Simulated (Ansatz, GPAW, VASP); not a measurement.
Code comparison for Bi (R-3m, 2 atoms in the cell)

Self-consistent single point.

```yaml
crystal:
  lattice:
    - [4.16582, -2.27500, 0.00000]
    - [4.16582, 2.27500, 0.00000]
    - [2.92342, 0.00000, 3.73943]
  atoms:
    - { symbol: Bi, position: [0.23400, 0.23400, 0.23400] }
    - { symbol: Bi, position: [0.76600, 0.76600, 0.76600] }
```

All programs got the same cell, k-point mesh and kind of occupations (in Ansatz's words: kpoints.mp_grid.grid = 6 6 6; scf.occupations.method = fermi_dirac; scf.occupations.width = 0.1 eV); potentials, basis and cutoffs are each program's usual ones.

```tsv
code	model	pressure (GPa)	largest force (eV/Å)	cutoff
Ansatz	PBE, default PAW files	1.59	0.074	default
GPAW	PBE, GPAW PAW datasets PBE (gpaw-data 1.0.1)	1.52	0.067	550 eV
VASP	PBE, VASP's PBE PAW potentials (set 64)	1.13	0.079	300 eV
```

The spread over the programs that give each value: pressure within 0.46 GPa; largest force within 0.012 eV/Å.

The starting cell has typed, rounded lattice constants, without a prior relaxation at this level. On Ansatz's run: Spin-orbit coupling is off.

Why do the programs differ, and what cannot be compared?

Differences of this kind can come from the potentials, where these differ, and from what each basis and cutoff leave unconverged. The zero of total energies and Fermi levels follows the potentials and each program's conventions, so they are not compared here. Ansatz's pressure is given at a fixed set of plane waves, as the other plane-wave codes print theirs.

VASP's run is marked for a possible Pulay error in its stress at this cutoff; no cutoff test was made.

Left out of this page: Quantum ESPRESSO, ABINIT, CP2K, Elk, FLEUR and SIESTA (not drawn, or without a comparable value).

Ansatz is a quantum-chemistry and plane-wave program.

Keys are those of Ansatz 0.2.
